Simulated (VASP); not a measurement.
# Cr3Ir2: core-level shifts, part 3 of 5

Wanted: the chemical shifts that photoemission would resolve in Cr3Ir2.

VASP 6.6.1, plane waves and PAW; the level of theory is named at each step.

So far. Step 2 (Relaxation): The forces on the free atoms are under 0.05 eV/Å.

**3. Initial state**

This step: PBE, zero-moment start; plane waves and PAW (Cr_pv, Ir) (VASP 6.6.1).

The cell without a hole gives, with ICORELEVEL = 1, the Kohn-Sham core levels of the initial state.

INCAR reads:

```
SYSTEM = Cr3Ir2
PREC = Normal
ENCUT = 330
EDIFF = 1E-05
NELM = 120
ISMEAR = 0
SIGMA = 0.1
LREAL = Auto
ALGO = Fast
GGA = PE
NBANDS = 143
ISPIN = 2
MAGMOM = 0 0 0 0 0 0 0 0 0 0 0 0 0 0 0 0 0 0 0 0
LMAXMIX = 4
LORBIT = 11
LWAVE = .FALSE.
LCHARG = .FALSE.
KPAR = 2
NCORE = 4
ICORELEVEL = 1
ISIF = 0
LVHAR = .TRUE.
```

POSCAR reads:

```
Cr3Ir2
1.0
    5.7000000000      0.0000000000      0.0000000000
    2.8500000000      4.0305086528      0.0000000000
    0.0000000000      0.0000000000     22.0610173055
Cr Ir
12 8
Direct
    0.0000000000      0.0000000000      0.6986765665
    0.5000000000      0.0000000000      0.6986765665
    0.0000000000      0.5000000000      0.6986765665
    0.5000000000      0.5000000000      0.6986765665
    0.0000000000      0.0000000000      0.5000000000
    0.5000000000      0.0000000000      0.5000000000
    0.0000000000      0.5000000000      0.5000000000
    0.5000000000      0.5000000000      0.5000000000
    0.0000000000      0.0000000000      0.3013234335
    0.5000000000      0.0000000000      0.3013234335
    0.0000000000      0.5000000000      0.3013234335
    0.5000000000      0.5000000000      0.3013234335
    0.7500000000      0.5000000000      0.6002647364
    0.2500000000      0.5000000000      0.6002647364
    0.7500000000      0.0000000000      0.6002647364
    0.2500000000      0.0000000000      0.6002647364
    0.7500000000      0.5000000000      0.3997352636
    0.2500000000      0.5000000000      0.3997352636
    0.7500000000      0.0000000000      0.3997352636
    0.2500000000      0.0000000000      0.3997352636
```

KPOINTS reads:

```
Automatic mesh
0
Gamma
5 5 1
0 0 0
```

PAW data sets: Cr_pv and Ir (PBE family, release 64).

Run with:

```sh
mpirun -np 8 vasp_std
```

The program printed:

```text
[... set-up lines as in an earlier step ...]
 entering main loop
       N       E                     dE             d eps       ncg     rms          rms(c)
DAV:   1     0.209753334719E+04    0.20975E+04   -0.98144E+04  6476   0.112E+03
DAV:   2    -0.311987006064E+02   -0.21287E+04   -0.20056E+04  5274   0.420E+02
DAV:   3    -0.181601376339E+03   -0.15040E+03   -0.14009E+03  7099   0.119E+02
DAV:   4    -0.188901380616E+03   -0.73000E+01   -0.70170E+01  6856   0.221E+01
DAV:   5    -0.189155547388E+03   -0.25417E+00   -0.25254E+00  7224   0.399E+00    0.679E+01
RMM:   6    -0.187628639847E+03    0.15269E+01   -0.15207E+02  5418   0.442E+01    0.427E+01
RMM:   7    -0.255526196973E+03   -0.67898E+02   -0.22098E+02  6188   0.439E+01    0.970E+01
RMM:   8    -0.237278273789E+03    0.18248E+02   -0.37774E+01  5890   0.156E+01    0.763E+01
RMM:   9    -0.209914391710E+03    0.27364E+02   -0.37674E+01  6207   0.160E+01    0.634E+01
RMM:  10    -0.169808623645E+03    0.40106E+02   -0.75346E+01  7605   0.212E+01    0.187E+01
RMM:  11    -0.167923355104E+03    0.18853E+01   -0.52664E+00  5581   0.721E+00    0.935E+00
RMM:  12    -0.167893513864E+03    0.29841E-01   -0.14712E+00  6860   0.210E+00    0.701E+00
RMM:  13    -0.167846475511E+03    0.47038E-01   -0.28796E-01  7201   0.971E-01    0.523E+00
RMM:  14    -0.167784336894E+03    0.62139E-01   -0.19485E-01  6591   0.110E+00    0.211E+00
RMM:  15    -0.167780461013E+03    0.38759E-02   -0.20691E-01  6831   0.911E-01    0.231E+00
RMM:  16    -0.167768740658E+03    0.11720E-01   -0.33772E-02  7026   0.424E-01    0.104E+00
RMM:  17    -0.167765972888E+03    0.27678E-02   -0.13742E-02  7383   0.200E-01    0.537E-01
RMM:  18    -0.167765819479E+03    0.15341E-03   -0.40261E-03  7984   0.107E-01    0.558E-01
RMM:  19    -0.167764268906E+03    0.15506E-02   -0.24794E-03  6717   0.983E-02    0.254E-01
RMM:  20    -0.167763758424E+03    0.51048E-03   -0.25914E-03  6841   0.110E-01    0.541E-02
RMM:  21    -0.167763873037E+03   -0.11461E-03   -0.45140E-04  7230   0.378E-02    0.328E-02
RMM:  22    -0.167764135446E+03   -0.26241E-03   -0.14586E-04  6042   0.247E-02    0.259E-02
RMM:  23    -0.167764536113E+03   -0.40067E-03   -0.13846E-04  5593   0.258E-02    0.451E-02
RMM:  24    -0.167764719760E+03   -0.18365E-03   -0.39199E-05  4950   0.132E-02    0.391E-02
RMM:  25    -0.167764930387E+03   -0.21063E-03   -0.21596E-05  4236   0.105E-02    0.129E-02
RMM:  26    -0.167765006016E+03   -0.75629E-04   -0.93212E-06  3890   0.764E-03    0.646E-03
RMM:  27    -0.167765063862E+03   -0.57846E-04   -0.61967E-06  3726   0.568E-03    0.565E-03
RMM:  28    -0.167765089587E+03   -0.25725E-04   -0.36017E-06  3314   0.452E-03    0.513E-03
RMM:  29    -0.167765094996E+03   -0.54085E-05   -0.18489E-06  2965   0.354E-03
   1 F= -.16776509E+03 E0= -.16769380E+03  d E =-.142584E+00  mag=     0.0028
```

Wall time 1.9 min (8 MPI ranks of Intel Xeon 6975P-C (Granite Rapids), shared host); peak memory 2 GiB; 15 min of CPU time.

OUTCAR, selected parts (step 3):

```text
The static configuration has the point symmetry D_2h.

 Found      9 irreducible k-points:

   NELECT =     216.0000    total number of electrons

 the core state eigenenergies are
   1-  1s  -5875.8214  2s   -663.0329  2p   -556.5254  3s    -68.8139
   2-  1s  -5875.8214  2s   -663.0329  2p   -556.5254  3s    -68.8139
   3-  1s  -5875.8214  2s   -663.0329  2p   -556.5254  3s    -68.8139
   4-  1s  -5875.8214  2s   -663.0329  2p   -556.5254  3s    -68.8139
   5-  1s  -5875.9738  2s   -663.2628  2p   -556.7477  3s    -69.0461
   6-  1s  -5875.9738  2s   -663.2628  2p   -556.7477  3s    -69.0461
   7-  1s  -5875.9738  2s   -663.2628  2p   -556.7477  3s    -69.0461
   8-  1s  -5875.9738  2s   -663.2628  2p   -556.7477  3s    -69.0461
   9-  1s  -5875.8214  2s   -663.0329  2p   -556.5254  3s    -68.8139
  10-  1s  -5875.8214  2s   -663.0329  2p   -556.5254  3s    -68.8139
  11-  1s  -5875.8214  2s   -663.0329  2p   -556.5254  3s    -68.8139
  12-  1s  -5875.8214  2s   -663.0329  2p   -556.5254  3s    -68.8139
  13-  1s -76094.5719  2s -13302.8560  2p -11552.6808  3s  -3105.3939  3p  -2593.8800
       3d  -2031.8379  4s   -656.2450  4p   -488.5481  4d   -282.8533  4f    -54.2422
       5s    -90.0531  5p    -46.9071
  14-  1s -76094.5719  2s -13302.8560  2p -11552.6808  3s  -3105.3939  3p  -2593.8800
       3d  -2031.8379  4s   -656.2450  4p   -488.5481  4d   -282.8533  4f    -54.2422
       5s    -90.0531  5p    -46.9071
  15-  1s -76094.5719  2s -13302.8560  2p -11552.6808  3s  -3105.3939  3p  -2593.8800
       3d  -2031.8379  4s   -656.2450  4p   -488.5481  4d   -282.8533  4f    -54.2422
       5s    -90.0531  5p    -46.9071
  16-  1s -76094.5719  2s -13302.8560  2p -11552.6808  3s  -3105.3939  3p  -2593.8800
       3d  -2031.8379  4s   -656.2450  4p   -488.5481  4d   -282.8533  4f    -54.2422
       5s    -90.0531  5p    -46.9071
  17-  1s -76094.5719  2s -13302.8560  2p -11552.6808  3s  -3105.3939  3p  -2593.8800
       3d  -2031.8379  4s   -656.2450  4p   -488.5481  4d   -282.8533  4f    -54.2422
       5s    -90.0531  5p    -46.9071
  18-  1s -76094.5719  2s -13302.8560  2p -11552.6808  3s  -3105.3939  3p  -2593.8800
       3d  -2031.8379  4s   -656.2450  4p   -488.5481  4d   -282.8533  4f    -54.2422
       5s    -90.0531  5p    -46.9071
  19-  1s -76094.5719  2s -13302.8560  2p -11552.6808  3s  -3105.3939  3p  -2593.8800
       3d  -2031.8379  4s   -656.2450  4p   -488.5481  4d   -282.8533  4f    -54.2422
       5s    -90.0531  5p    -46.9071
  20-  1s -76094.5719  2s -13302.8560  2p -11552.6808  3s  -3105.3939  3p  -2593.8800
       3d  -2031.8379  4s   -656.2450  4p   -488.5481  4d   -282.8533  4f    -54.2422
       5s    -90.0531  5p    -46.9071

 E-fermi :   2.8149

 spin component 1
 k-point     1 :       0.0000    0.0000    0.0000
  band No.  band energies     occupation
    ...
     98       2.5717      0.99971
     99       2.5717      0.99971
    100       2.7017      0.94533
    101       2.7078      0.93500
    102       2.7078      0.93498
    103       2.9065      0.09750
    104       2.9769      0.01097
    105       2.9819      0.00908
    106       3.0059      0.00345
    107       3.2530      0.00000
    ...

 k-point     2 :       0.2000    0.0000    0.0000
  band No.  band energies     occupation
    ...
    100       2.5416      0.99994
    101       2.6083      0.99826
    102       2.6718      0.97851
    103       2.7354      0.86939
    104       2.7739      0.71908
    105       2.9521      0.02615
    106       3.0010      0.00424
    107       3.0078      0.00319
    108       3.0787      0.00010
    109       3.1489      0.00000
    ...

 k-point     3 :       0.4000    0.0000    0.0000
  band No.  band energies     occupation
    ...
    106       2.5983      0.99891
    107       2.6669      0.98180
    108       2.6782      0.97340
    109       2.7001      0.94778
    110       2.7361      0.86727
    111       2.8341      0.39270
    112       2.9033      0.10566
    113       2.9442      0.03376
    114       2.9840      0.00839
    115       3.0763      0.00011
    ...

 k-point     4 :       0.0000    0.2000    0.0000
  band No.  band energies     occupation
    ...
     99       2.4071      1.00000
    100       2.4406      1.00000
    101       2.4843      1.00000
    102       2.7459      0.83540
    103       2.7459      0.83532
    104       2.9073      0.09565
    105       2.9629      0.01815
    106       3.2349      0.00000
    107       3.2350      0.00000
    108       3.2498      0.00000
    ...

 POSITION                                       TOTAL-FORCE (eV/Angst)
 -----------------------------------------------------------------------------------
      0.00000      0.00000     15.41352         0.000000     -0.000000      0.024176
      2.85000      0.00000     15.41352        -0.000000     -0.000000      0.024176
      1.42500      2.01525     15.41352         0.000000      0.000000      0.024176
      4.27500      2.01525     15.41352        -0.000000     -0.000000      0.024176
      0.00000      0.00000     11.03051        -0.000000      0.000000      0.000000
      2.85000      0.00000     11.03051        -0.000000      0.000000      0.000000
      1.42500      2.01525     11.03051        -0.000000      0.000000      0.000000
      4.27500      2.01525     11.03051        -0.000000      0.000000      0.000000
      0.00000      0.00000      6.64750        -0.000000     -0.000000     -0.024176
      2.85000      0.00000      6.64750        -0.000000     -0.000000     -0.024176
      1.42500      2.01525      6.64750        -0.000000     -0.000000     -0.024176
      4.27500      2.01525      6.64750         0.000000     -0.000000     -0.024176
      5.70000      2.01525     13.24245        -0.000000      0.000000     -0.021875
      2.85000      2.01525     13.24245        -0.000000      0.000000     -0.021875
      4.27500      0.00000     13.24245        -0.000000      0.000000     -0.021875
      1.42500      0.00000     13.24245        -0.000000      0.000000     -0.021875
      5.70000      2.01525      8.81857        -0.000000      0.000000      0.021875
      2.85000      2.01525      8.81857        -0.000000      0.000000      0.021875
      4.27500      0.00000      8.81857        -0.000000      0.000000      0.021875
      1.42500      0.00000      8.81857        -0.000000      0.000000      0.021875
 -----------------------------------------------------------------------------------
    total drift:                                0.000000      0.000000      0.000000

  FREE ENERGIE OF THE ION-ELECTRON SYSTEM (eV)
  ---------------------------------------------------
  free  energy   TOTEN  =      -167.7650949956 eV

  energy  without entropy=     -167.6225107722  energy(sigma->0) =     -167.69380288

 total charge
# of ion       s       p       d       tot
------------------------------------------
    1        0.395   6.271   4.155  10.821
    2        0.395   6.271   4.155  10.821
    3        0.395   6.271   4.155  10.821
    4        0.395   6.271   4.155  10.821
    5        0.384   6.336   4.211  10.931
    6        0.384   6.336   4.211  10.931
    7        0.384   6.336   4.211  10.931
    8        0.384   6.336   4.211  10.931
    9        0.395   6.271   4.155  10.821
   10        0.395   6.271   4.155  10.821
   11        0.395   6.271   4.155  10.821
   12        0.395   6.271   4.155  10.821
   13        0.774   0.849   7.152   8.776
   14        0.774   0.849   7.152   8.776
   15        0.774   0.849   7.152   8.776
   16        0.774   0.849   7.152   8.776
   17        0.774   0.849   7.152   8.776
   18        0.774   0.849   7.152   8.776
   19        0.774   0.849   7.152   8.776
   20        0.774   0.849   7.152   8.776
--------------------------------------------------
tot         10.888  82.310 107.298 200.496

 magnetization (x)
# of ion       s       p       d       tot
------------------------------------------
    1        0.000   0.000   0.000   0.000
    2        0.000   0.000   0.000   0.000
    3        0.000   0.000   0.000   0.000
    4        0.000   0.000   0.000   0.000
    5        0.000   0.000   0.000   0.000
    6        0.000   0.000   0.000   0.000
    7        0.000   0.000   0.000   0.000
    8        0.000   0.000   0.000   0.000
    9        0.000   0.000   0.000   0.000
   10        0.000   0.000   0.000   0.000
   11        0.000   0.000   0.000   0.000
   12        0.000   0.000   0.000   0.000
   13       -0.000   0.000  -0.000  -0.000
   14       -0.000   0.000  -0.000  -0.000
   15       -0.000   0.000  -0.000  -0.000
   16       -0.000   0.000  -0.000  -0.000
   17       -0.000   0.000  -0.000  -0.000
   18       -0.000   0.000  -0.000  -0.000
   19       -0.000   0.000  -0.000  -0.000
   20       -0.000   0.000  -0.000  -0.000
--------------------------------------------------
tot          0.000   0.000   0.002   0.002

[... 7 parts as in an earlier step ...]

[... 9 further parts left out ...]
```

This run allows spin, but its moments start at zero, where symmetry between the spins tends to hold them, although Cr can carry a moment. These are scalar-relativistic Kohn-Sham levels of the ground state, with no core hole, so they are not binding energies.

The two shallowest core shells; atoms whose shallowest level rounds to another's at 0.01 eV are left out. Core levels, by row:

```tsv
atom	shell	level below the Fermi level (eV)
Cr1	2p	559.3
Cr1	3s	71.63
Cr5	2p	559.6
Cr5	3s	71.86
Ir13	4f	57.06
Ir13	5p	49.72
```

(Continued in part 4 of 5.)

[Lines on the potential files, build, host, timing and source positions are cut from VASP's logs without a mark.]

[Logs are printed without paths, hosts, clocks, repeated set-up lines and the standing remarks that a program may print on its own settings, such as how far it seeks lower states.]

[Hosts, paths, dates, database ids (printed as entryN), source tags and the programs' standing remarks are cut or masked in the printed files.]
